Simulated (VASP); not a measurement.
Level of theory: PBE GGA, VASP's PBE PAW potentials (set 64) (plane waves; VASP 6.6.1).

The input files of a VASP run:

File KPOINTS:
```
Automatic mesh
0
Gamma
12 12 12
0 0 0
```

### POSCAR
```
RuAl
1
    2.9800777436     0.0000000000    -0.0000000000
    0.0000000000     2.9800777436    -0.0000000000
    0.0000000000     0.0000000000     2.9800777436
Al Ru
1 1
Direct
  0.5000000000   0.5000000000   0.5000000000
  0.0000000000   0.0000000000   0.0000000000
```

**INCAR**
```
SYSTEM = RuAl
PREC = Accurate; ENCUT = 480; LREAL = F
LASPH = T
EDIFF = 1E-7; NELM = 100; ALGO = Normal
LMAXMIX = 4
ISMEAR = 1; SIGMA = 0.1
GGA = PE
IBRION = 2; NSW = 40; ISIF = 3
EDIFFG = -0.01; PSTRESS = 50
LWAVE = F; LCHARG = F
```

POTCAR, in this order: Al Ru_pv (PBE.64 set). Program: vasp_std.

Problem. What will the output report for the number of irreducible k-points (NKPTS), number of bands (NBANDS), largest plane-wave count, number of space-group operations, FFT grid (NGX, NGY, NGZ)?

Solution. 
```
Item                                          Result
--------------------------------------  ------------
number of irreducible k-points (NKPTS)            84
number of bands (NBANDS)                          12
largest plane-wave count                         648
number of space-group operations                  48
FFT grid (NGX, NGY, NGZ)                24 × 24 × 24
```

The compound is RuAl in the CsCl type structure. It was relaxed first under an external pressure of 5 GPa. The electron count is odd and the run is not spin-polarised, which forces a metal.
